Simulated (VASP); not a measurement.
Consider the following.

```
PbTe
1.0
    0.00000     3.32591     3.32591
    3.32591     0.00000     3.32591
    3.32591     3.32591     0.00000
Te Pb
1 1
Direct
  0.50000   0.50000   0.50000
  0.00000   0.00000   0.00000
```

Level of theory: RPBE GGA, VASP's PBE PAW potentials (set 64) (plane waves; VASP). Settings: 520 eV cut-off, Gaussian smearing of 0.050 eV, potentials Te Pb_d.

Unless said otherwise, spin-orbit coupling is left out, though it shifts the bands of the heavy elements here.

Give the energies of bands 7 to 13 at the high-symmetry points, in eV from the valence-band maximum.

| band | Γ | X | U | L | W |
|---|---|---|---|---|---|
| 7 | -5.77 | -7.15 | -7.66 | -8.15 | -7.68 |
| 8 | -1.03 | -3.82 | -3.47 | -0.63 | -3.18 |
| 9 | -1.03 | -2.31 | -1.86 | -0.63 | -3.18 |
| 10 | -1.03 | -2.31 | -1.73 | 0.00 | -0.23 |
| 11 | 4.01 | 3.73 | 3.53 | 0.97 | 1.80 |
| 12 | 4.01 | 5.20 | 3.70 | 1.51 | 5.20 |
| 13 | 4.01 | 5.20 | 5.33 | 1.51 | 5.20 |

The gap is direct, 0.97 eV, from the valence maximum at L to the conduction minimum at L.

The compound is PbTe in the rock salt structure. It was relaxed first, which changed the volume by +9 %.
